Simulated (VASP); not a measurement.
Input:

```
CELL_PARAMETERS angstrom
      1.88639    -3.26732     0.00000
      1.88639     3.26732     0.00000
      0.00000     0.00000     5.26726
ATOMIC_POSITIONS crystal
  Pt 0.00000 0.00000 0.00000
  Se 0.33333 0.66667 0.24530
  Se 0.66667 0.33333 0.75470
```

These are PBE GGA, VASP's PBE PAW potentials (set 64) (plane waves; VASP) values and carry that method's errors. Settings: 480 eV cut-off, 6×6×4 Γ-centred mesh, Gaussian smearing of 0.050 eV, potentials Pt Se.

Without a dispersion term in the relaxation, distances and binding between the weakly bound layers, chains or molecules are unreliable, and so is what depends on them. Unless said otherwise, spin-orbit coupling is left out, though it shifts the bands of the heavy elements here.

Problem. Predict the energy per atom (σ→0), pressure, band gap (on the k-mesh) with the smallest direct gap where there is one.

Solution. 
```yaml
band gap (on the k-mesh): none (metal, semimetal or under 0.01 eV)
energy per atom (σ→0): -4.757 eV/atom
pressure: 1.04 GPa
```

The compound is PtSe2 in the 1T layered structure. It was relaxed first under an external pressure of 1 GPa. The k-mesh is coarse (spacing up to 0.32 per Å, 2π included), so the numbers may not be converged in it.
